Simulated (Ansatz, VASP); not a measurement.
# Cross-check of LiTa2 (LiTa2 in the C11b ordering) between VASP and Ansatz

Aim: how closely do two programs agree when they are given the same cell, functional and k mesh? The cell is generated by rule, not measured, and may not be a known phase. Of the first pair: The two relaxations start from unlike cells of this crystal (the structure described is Ansatz's start), so only their ends are compared.

Calculated with Ansatz 0.2.0; plane waves, with VASP 6.6.1 beside it; relaxation of cell and atoms at PBE and zone-centre phonons at PBE.

### Step 1. Starting point

The structure is tetragonal, space group I4/mmm (No. 139). The conventional cell has a = 3.372 Å, b = 3.372 Å, c = 10.116 Å, α = 90.00°, β = 90.00°, γ = 90.00°. Nearest to Li lie 8 Ta at 2.92 Å. Nearest to Ta lie 4 Ta at 2.92 Å and 4 Li at 2.92 Å. Farther neighbours are not listed.

As a file:

```cif
data_structure
_symmetry_space_group_name_H-M 'P 1'
_symmetry_Int_Tables_number 1
_cell_length_a 3.3722
_cell_length_b 3.3722
_cell_length_c 5.5921
_cell_angle_alpha 72.452
_cell_angle_beta 72.452
_cell_angle_gamma 90.000
_cell_volume 57.52
loop_
_atom_site_label
_atom_site_type_symbol
_atom_site_fract_x
_atom_site_fract_y
_atom_site_fract_z
_atom_site_occupancy
Li1 Li 0.00000 0.00000 0.00000 1
Ta2 Ta 0.66667 0.66667 0.66667 1
Ta3 Ta 0.33333 0.33333 0.33333 1
```

### Step 2. Ansatz: relaxation of cell and atoms, PBE, pair 1

Ansatz runs on its default PAW (the set named soft_2) files.

The relaxed volume is the usual yardstick between codes: in a stiff, nearly cubic crystal its relative difference is about their pressure difference at one cell divided by the bulk modulus.

input.yaml reads:

```yaml
crystal:
  lattice:
    - [3.37215, 0.0, 0.0]
    - [0.0, 3.37215, 0.0]
    - [1.68607, 1.68607, 5.05822]
  atoms:
    - { symbol: Li, position: [0.0, 0.0, 0.0] }
    - { symbol: Ta, position: [0.66666667, 0.66666667, 0.66666667] }
    - { symbol: Ta, position: [0.33333333, 0.33333333, 0.33333333] }
kpoints:
  mp_grid: { grid: [6, 6, 6] }
hamiltonian:
  xc: pbe
scf:
  occupations: { method: gaussian, width: 0.1 }
output:
  forces: true
  stress: true
  eigenvalues: true
relax:
  adjacent_minimum: "off"
  f_tol: 0.05
  max_steps: 80
  cell: { stress_tol: 0.5 }
```

On the command line:

```console
$ ansatz run input.yaml --threads 4 --pin off --max-ram 8192MiB --backend cpu --events-out ev --progress --plain --runs-dir out
```

Numbers of over 12 decimals in the logs are rounded to 6 here.

Log:

```text
The last accepted step is kept in <dir> (removed where the run ends without a failure and the disk answers)
Engine: ansatz 0.2.0, aarch64-unknown-linux-gnu
Pseudopotentials: kind: paw
Pseudopotential: Li, paw, valence charge 3, recommended cutoff 420 eV (normal), Li.paw.azcp
Pseudopotential: Ta, paw, valence charge 13, recommended cutoff 420 eV (normal), Ta.paw.azcp
Functional definition: PBE
  parameter kappa = 0.804
  parameter beta = 0.066725
  exchange = pbe_x(kappa = kappa, mu = beta*pi^2/3)
  correlation = pbe_c(beta = beta)
Crystal: 3 atoms, lattice volume = 57.519 Å³
Basis set: ecut = 420 eV, 1109 PW (Γ), exchange–correlation on 48×48×80 points (8 copies of the dense FFT grid, shifted against one another)
Bands: 19, of which v1, the nominal top of the filled ones, is band 15 counted from 1 (14 counted from 0)
Symmetry: 16 space group operations
Space group: I4/mmm (ITA 139), of the structure as read, at distance tolerance 3.9e-5 Å
k-points: 30 of 216
Non-local potential: Li, projectors of the file, l = 0: 3, l = 1: 2, l = 2: 1
Non-local potential: Ta, projectors of the file, l = 0: 3, l = 1: 2, l = 2: 2, l = 3: 1
PAW form: soft (Blöchl's): semilocal exchange-correlation on the pseudo side does not see the compensation charge
PAW one-centre angular grid: Li, 110 points (default); XC on 64 Gauss nodes
PAW one-centre angular grid: Ta, 590 points (default); XC on 64 Gauss nodes
Initial density: superposition of atomic densities (neutral atoms: chi_scale 0, normalization atom), corrected by the library's trained network
Initial wavefunctions: pseudopotential atomic-orbital guess
Functional: x = pbe(κ = 0.804, μ = 0.219515), c = pbe(β = 0.066725)
SCF iter   1: F=—  HF=-20067.370548 eV  |F-HF|=—  |Δ(HF+E_count)|=         —  Δρ=6.02e-3  dr2=4.25e-2  ethr=1.77e-3  ⟨swp⟩=4.6  Hψ=2408  notcnv=0
preconditioner: auto → Kerker (q_TF=auto, 2.434 Å⁻¹)  [metal: Δε(μ)=0.003 eV  Ē_g=3.617 eV  σ=0.100 eV  W_gap=0.01  n_scr=10 (ndim 8)  ℏωp=16.2 eV  f_vac=0.000  D(μ)=3.84/eV (n_scr^D=32)]
SCF iter   2: F=—  HF=-20067.365547 eV  |F-HF|=—  |Δ(HF+E_count)|=   5.00e-3  Δρ=3.70e-3  dr2=1.64e-2  ethr=1.46e-4  ⟨swp⟩=1.0  Hψ=811  notcnv=0
SCF iter   3: F=—  HF=-20067.361973 eV  |F-HF|=—  |Δ(HF+E_count)|=   3.57e-3  Δρ=5.75e-4  dr2=2.21e-4  ethr=5.66e-5  ⟨swp⟩=2.0  Hψ=721  notcnv=0
SCF iter   4: F=—  HF=-20067.361922 eV  |F-HF|=—  |Δ(HF+E_count)|=   5.06e-5  Δρ=1.21e-4  dr2=1.11e-5  ethr=7.62e-7  ⟨swp⟩=2.5  Hψ=884  notcnv=0
SCF iter   5: F=—  HF=-20067.361910 eV  |F-HF|=—  |Δ(HF+E_count)|=   1.22e-5  Δρ=3.25e-5  dr2=7.82e-7  ethr=3.83e-8  ⟨swp⟩=2.6  Hψ=909  notcnv=0
SCF iter   6: F=-20067.361910 eV  HF=-20067.361910 eV  |F-HF|=1.34e-8  |Δ(HF+E_count)|=   1.30e-7  Δρ=7.96e-6  dr2=4.60e-8  ethr=3.45e-10  ⟨swp⟩=5.4  Hψ=2434  notcnv=0
SCF 1 converged in 6 iterations: F = -20067.361910 eV  dr2 = 4.60e-8
  greatest PAW one-centre occupation: 1.000 electrons in one spin orbital (limit 2), on the Li atom at site 0 (counted from 0), in its partial waves of l = 0
relax step   1: F+E_penalty+E_count = -20067.36190994 eV  Δ(F+E_penalty+E_count) = +0.000e0 eV  max|allowed force component| = 8.733e-1 eV/Å  Δτ_max = 0.0000 Å  P = -12.845 GPa  Ω = 57.519 Å³  (6 SCF iters, dr2 threshold 1.00e-7 eV, accepted)
[...]
relax step   4: F+E_penalty+E_count = -20067.86614051 eV  Δ(F+E_penalty+E_count) = -3.078e-2 eV  max|allowed force component| = 1.161e-1 eV/Å  Δτ_max = 0.0582 Å  P = +1.948 GPa  Ω = 48.806 Å³  energy of the carried Pulay correction = +1.920e-3 eV  (6 SCF iters, dr2 threshold 3.00e-7 eV, accepted)
[...]
relax step   5: F+E_penalty+E_count = -20067.87412773 eV  Δ(F+E_penalty+E_count) = -7.987e-3 eV  max|allowed force component| = 9.491e-3 eV/Å  Δτ_max = 0.0144 Å  P = +0.139 GPa  Ω = 49.660 Å³  energy of the carried Pulay correction = +1.718e-3 eV  (6 SCF iters, dr2 threshold 3.00e-7 eV, accepted)
[...]
relax step   6: F+E_penalty+E_count = -20067.87342950 eV  Δ(F+E_penalty+E_count) = +6.982e-4 eV  max|allowed force component| = 9.398e-3 eV/Å  Δτ_max = 0.0000 Å  P = +0.121 GPa  Ω = 49.660 Å³  stress off target by 3.06e-1 GPa  SCF on the basis re-selected at this cell (its energy is not comparable with the rows above)  (7 SCF iters)
basis re-selected at this cell: Δ(F+E_penalty+E_count) = +6.982e-4 eV, ΔP = -0.018 GPa vs the last step (what re-selecting the basis moved, of the pressure what is left beyond the Pulay correction that the steps carried, after the strain that the cell walked since its last selection, with what the two solves' SCF thresholds leave and, on support functions, any second-order correction that the steps lacked; it is no measure of the basis error at this ecutwfc). The dense FFT grid was sized anew with the basis: this SCF ran on 24×24×36 points, the steps before it on 24×24×40, so part of this shift can come from that change (see relax.cell in the input reference). [rest of the remark cut]
SCF converged after 7 iterations
Free energy (F): -20067.873430 eV
Harris-Foulkes:  -20067.873430 eV  (|F-HF|=3.64e-12)
Internal energy: -20067.859101 eV  (E = F + TS)
E sigma→0 (E₀):  -20067.866265 eV
Entropy (-TS):   -0.014328 eV (-4.776 meV/atom)
Fermi energy:    14.097418 eV
--- Per-component energies (eV) ---
  E_band       = -376.780849
  E_kinetic    = 752.115457
  E_local      = -1524.705067  (includes V_loc(G=0)·N_el)
  E_nonlocal   = -2.775302
  E_hartree    = 528.234157
  E_xc         = -446.310804
  E_vxc        = -420.189940  (∫ρ·V_xc dr)
  E_paw        = -16813.848456  (= ΣΔE_a)
  E_vpaw       = -237.694603  (= ΣTr[D̂ρ^β])
  E_aug_tail   = 0.000291  (compensation charges beyond the density's cutoff)
  E_ewald      = -2560.569377
  E_smearing   = -0.014328  (= −TS)
  E_closure    = 0.000000  (closes the sum)
  Σ components = -20067.873430   (vs F -20067.873430, Δ=0.00e0)
--- Forces (eV/Å), atoms counted from 1 ---
  atom   1  Li    -0.00000000     0.00000000     0.00000000
  atom   2  Ta     0.00000000     0.00000000    -0.00939822
  atom   3  Ta    -0.00000000    -0.00000000     0.00939822
  max |Σ_I F_I| component: 1.73e-18 eV/Å
--- Stress (GPa, compression-positive) ---
        0.027830       0.000000      -0.000000
        0.000000       0.027830      -0.000000
       -0.000000      -0.000000       0.306330
  P = ⅓ Tr σ = 0.1207 GPa (1.207 kbar)
--- Band table (eV; the first three rows and the last of 30) ---
  k-point 0: bands = [... 11 lower, 11.5768, 14.0922, 15.1331, 15.1592, 15.4436, 15.4436, 15.7492, 15.7492]
  k-point 1: bands = [... 11 lower, 11.4550, 13.6506, 14.9415, 14.9415, 15.2063, 15.4228, 16.4693, 16.4693]
  k-point 2: bands = [... 11 lower, 11.2460, 12.6771, 14.5454, 14.5454, 15.3067, 16.0067, 17.4973, 17.4973]
  k-point 29: bands = [... 11 lower, 12.2689, 12.3839, 13.7239, 14.2931, 15.1650, 17.6282, 18.5145, 18.5574]
--- Relaxed structure (5 steps of the walk, 5 accepted, 1 SCFs on fresh bases) ---
  F+E_penalty+E_count = -20067.87342950 eV   max|allowed force component| = 9.398e-3 eV/Å   (the final SCF, on the basis selected at the relaxed cell)
  cell:  # Å, volume = 49.6601 Å³
    - [3.372236, -4.118817505938274e-13, 1.666710829143578e-6]
    - [-4.118817506129005e-13, 3.372236, 1.666710829182169e-6]
    - [1.686116, 1.686116, 4.366888]
  atoms:
    - { symbol: Li, position: [0, 0, 0] }
    - { symbol: Ta, position: [0.665464, 0.665464, 0.669073] }
    - { symbol: Ta, position: [0.334536, 0.334536, 0.330927] }
```

The column dr2 measures how far the density is from self-consistency, as an energy; F and HF (Harris–Foulkes) agree once it is small.

### Step 3. VASP: relaxation of cell and atoms, PBE, pair 1

Its own start cell and the same functional, mesh and smearing now go to VASP, with its own data sets.

Lines of VASP's logs that name or quote its potential files are left out, and so is its time.

INCAR reads:

```
SYSTEM = LiTa2
PREC = Accurate
ENCUT = 750
EDIFF = 1E-07
NELM = 120
ISMEAR = 0
SIGMA = 0.1
LREAL = .FALSE.
ALGO = Normal
GGA = PE
NBANDS = 18
LASPH = .TRUE.
LORBIT = 11
LWAVE = .FALSE.
LCHARG = .FALSE.
ISIF = 3
IBRION = 2
NSW = 80
EDIFFG = -0.005
GGA_COMPAT = .FALSE.
NELMIN = 4
KPAR = 2
```

POSCAR reads:

```
LiTa2
1.0
    3.3706851848      0.0000000000      0.0000019991
    0.0000000000      3.3706851848      0.0000019991
    1.6853399955      1.6853399955      4.3785916586
Li Ta
1 2
Direct
    0.0000000000      0.0000000000      0.0000000000
    0.6656953595      0.6656953595      0.6686092809
    0.3343046405      0.3343046405      0.3313907191
```

KPOINTS reads:

```
Automatic mesh
0
Gamma
6 6 6
0 0 0
```

The projector-augmented-wave data sets are Li_sv and Ta_pv (PBE family, release 64).

On the command line:

```console
$ mpirun -np 2 vasp_std
```

Log:

```text
[banner, memory and clock lines left out]
running    2 mpi-ranks, on    1 nodes
 distrk:  each k-point on    1 cores,    2 groups
 distr:  one band on    1 cores,    1 groups

 POSCAR found type information on POSCAR LiTa
 POSCAR found :  2 types and       3 ions
 LDA part: xc-table for (Slater+PW92), standard interpolation
 POSCAR, INCAR and KPOINTS ok, starting setup
 FFT: planning ... GRIDC
 FFT: planning ... GRID_SOFT
 FFT: planning ... GRID
 WAVECAR not read
 entering main loop
       N       E                     dE             d eps       ncg     rms          rms(c)
DAV:   1     0.220195092515E+03    0.22020E+03   -0.16102E+04  1080   0.181E+03
DAV:   2    -0.185275097138E+02   -0.23872E+03   -0.23569E+03  1302   0.433E+02
DAV:   3    -0.253574329187E+02   -0.68299E+01   -0.67226E+01  1490   0.640E+01
DAV:   4    -0.256419073117E+02   -0.28447E+00   -0.28382E+00  1580   0.103E+01
DAV:   5    -0.256467259324E+02   -0.48186E-02   -0.48175E-02  1456   0.124E+00    0.165E+01
DAV:   6    -0.244423089036E+02    0.12044E+01   -0.23705E+00  1310   0.104E+01    0.726E+00
DAV:   7    -0.242380688409E+02    0.20424E+00   -0.10445E+00  1432   0.664E+00    0.872E-01
DAV:   8    -0.242301417217E+02    0.79271E-02   -0.41582E-02  1236   0.135E+00    0.343E-01
DAV:   9    -0.242297870510E+02    0.35467E-03   -0.25981E-03  1444   0.369E-01    0.107E-01
DAV:  10    -0.242298166682E+02   -0.29617E-04   -0.37388E-04  1340   0.141E-01    0.398E-02
DAV:  11    -0.242298141420E+02    0.25262E-05   -0.60763E-05  1334   0.545E-02    0.717E-03
DAV:  12    -0.242298144444E+02   -0.30237E-06   -0.18678E-06  1412   0.115E-02    0.344E-03
DAV:  13    -0.242298134745E+02    0.96987E-06   -0.29313E-07  1262   0.428E-03    0.455E-04
DAV:  14    -0.242298135306E+02   -0.56075E-07   -0.54799E-08   782   0.161E-03
   1 F= -.24229814E+02 E0= -.24222607E+02  d E =-.242298E+02
 curvature:   0.00 expect dE= 0.000E+00 dE for cont linesearch  0.000E+00
 trial: gam= 0.00000 g(F)=  0.848E-06 g(S)=  0.421E-05 ort = 0.000E+00 (trialstep = 0.100E+01)
 search vector abs. value=  0.506E-05
 bond charge predicted
       N       E                     dE             d eps       ncg     rms          rms(c)
DAV:   1    -0.242298344840E+02   -0.21009E-04   -0.85735E-04  1134   0.261E-01    0.247E-02
DAV:   2    -0.242298190085E+02    0.15475E-04   -0.58609E-05  1244   0.596E-02    0.102E-02
DAV:   3    -0.242298170246E+02    0.19839E-05   -0.76300E-06  1388   0.205E-02    0.405E-03
DAV:   4    -0.242298170898E+02   -0.65187E-07   -0.90617E-07  1344   0.603E-03
   2 F= -.24229817E+02 E0= -.24222612E+02  d E =-.355923E-05
 trial-energy change:   -0.000004  1 .order   -0.000004   -0.000005   -0.000003
 step:   2.9652(harm=  2.9652)  dis= 0.00042  next Energy=   -24.229821 (dE=-0.751E-05)
 reached required accuracy - stopping structural energy minimisation
```

Parts of OUTCAR (step 3):

```text
ion  position               nearest neighbor table
   1  0.000  0.000  0.000-   2 2.79   3 2.79   2 2.79   3 2.79   3 2.79   2 2.79   3 2.79   2 2.79
                             3 2.93   2 2.93
   2  0.666  0.666  0.669-   1 2.79   1 2.79   1 2.79   1 2.79   3 2.80   3 2.80   3 2.80   3 2.80
                             3 2.90   1 2.93
   3  0.334  0.334  0.331-   1 2.79   1 2.79   1 2.79   1 2.79   2 2.80   2 2.80   2 2.80   2 2.80
                             2 2.90   1 2.93

  LATTYP: Found a body centered tetragonal cell.
 ALAT       =     3.3706851848
 C/A-ratio  =     2.5980412999

 Subroutine GETGRP returns: Found 16 space group operations
 (whereof 16 operations were pure point group operations)

The static configuration has the point symmetry D_4h.

 Found     30 irreducible k-points:

   k-points           NKPTS =     30   k-points in BZ     NKDIM =     30   number of bands    NBANDS=     18

   dimension x,y,z NGX =    30 NGY =   30 NGZ =   48
   dimension x,y,z NGXF=    60 NGYF=   60 NGZF=   96

   ENCUT  =  750.0 eV  55.12 Ry    7.42 a.u.   7.53  7.53 11.13*2*pi/ulx,y,z

   NELECT =      25.0000    total number of electrons

 k-points in reciprocal lattice and weights: Automatic mesh
   0.00000000  0.00000000  0.00000000       0.005
   0.16666667 -0.00000000  0.00000000       0.037
   0.33333333 -0.00000000  0.00000000       0.037
   0.50000000  0.00000000  0.00000000       0.019
   0.16666667  0.16666667  0.00000000       0.037
   0.33333333  0.16666667  0.00000000       0.074
   0.50000000  0.16666667  0.00000000       0.074
  -0.33333333  0.16666667  0.00000000       0.074
  -0.16666667  0.16666667  0.00000000       0.019
[...]
-0.16666667 -0.16666667  0.33333333       0.019
  -0.00000000 -0.00000000  0.50000000       0.005

 average (electrostatic) potential at core
       1 -59.1219       2 -37.8996       3 -37.8996

 E-fermi :   4.3763

 k-point     1 :       0.0000    0.0000    0.0000
  band No.  band energies     occupation
    ...
      7     -29.1722      2.00000
      8      -2.5281      2.00000
      9       1.8420      2.00000
     10       1.8478      2.00000
     11       4.3584      1.19954
     12       5.4219      0.00000
     13       5.4413      0.00000
     14       5.7440      0.00000
     15       5.7440      0.00000
     16       6.0169      0.00000
    ...

 k-point     2 :       0.1667   -0.0000    0.0000
  band No.  band energies     occupation
    ...
      8      -1.9980      2.00000
      9       1.8067      2.00000
     10       2.3596      2.00000
     11       3.6367      2.00000
     12       4.3878      0.87118
     13       4.8399      0.00000
     14       5.5371      0.00000
     15       6.1053      0.00000
     16       6.8895      0.00000
     17       7.1118      0.00000
    ...

 k-point     3 :       0.3333   -0.0000    0.0000
  band No.  band energies     occupation
    ...
      8      -0.6926      2.00000
      9       1.5899      2.00000
     10       2.6169      2.00000
     11       3.3981      2.00000
     12       3.8115      2.00000
     13       4.6402      0.00019
     14       5.1431      0.00000
     15       6.4918      0.00000
     16       7.2976      0.00000
     17       8.1057      0.00000
    ...

  Total        0.0032531      0.0032531     -0.0100536     -0.0000000      0.0000000      0.0000000
  in kB        0.1047920      0.1047920     -0.3238614     -0.0000000      0.0000003      0.0000003
  external PRESSURE =      -0.0380925 kB  Pullay stress =       0.0000000 kB

  energy-cutoff  :      750.00
  volume of cell :       49.74
      direct lattice vectors                 reciprocal lattice vectors
     3.370748289  0.000000000  0.000001999     0.296670099  0.000000068 -0.114221427
     0.000000000  3.370748289  0.000001999     0.000000068  0.296670099 -0.114221427
     1.685371548  1.685371548  4.377457636    -0.000000135 -0.000000135  0.228443206

 POSITION                                       TOTAL-FORCE (eV/Angst)
 -----------------------------------------------------------------------------------
      3.37075      3.37075      0.00000         0.000000      0.000000      0.000000
      3.37075      3.37075      2.92695        -0.000000     -0.000000      0.002201
      1.68537      1.68537      1.45051         0.000000      0.000000     -0.002201
 -----------------------------------------------------------------------------------
    total drift:                               -0.000000     -0.000000     -0.000000

  FREE ENERGIE OF THE ION-ELECTRON SYSTEM (eV)
  ---------------------------------------------------
  free  energy   TOTEN  =       -24.2298170898 eV

  energy  without entropy=      -24.2154059865  energy(sigma->0) =      -24.22261154

 reached required accuracy - stopping structural energy minimisation

 total charge
# of ion       s       p       d       tot
------------------------------------------
    1        2.055   0.107   0.000   2.163
    2        0.391   6.117   2.356   8.864
    3        0.391   6.117   2.356   8.864
--------------------------------------------------
tot          2.838  12.340   4.713  19.891

[... 3 further parts left out ...]
```

### Step 4. Differences

Known differences besides the potentials themselves: the data sets hold 29 valence electrons in Ansatz (on its default PAW (the set named soft_2) files) and 25 in VASP; the cutoff is 420 eV in Ansatz and 750 eV in VASP; Ansatz adds a Pulay correction to the stress that steers its cell, VASP none. Total energies have different zeros and are not compared.

Compared:

| quantity | Ansatz | VASP | difference |
| --- | --- | --- | --- |
| volume (Å³) | 49.66 | 49.74 | -0.15 % |
| edge a after relaxation, in the typed setting (Å) | 3.372 | 3.371 | +0.04 % |
| edge c after relaxation, in the typed setting (Å) | 4.976 | 4.984 | -0.18 % |

(Part 1 of 2 ends here.)

[Lines on the potential files, build, host, timing and source positions are cut from VASP's logs without a mark.]

[Logs are printed without paths, hosts, clocks, repeated set-up lines and the standing remarks that a program may print on its own settings, such as how far it seeks lower states.]

[Hosts, paths, dates, database ids (printed as entryN), source tags and the programs' standing remarks are cut or masked in the printed files.]
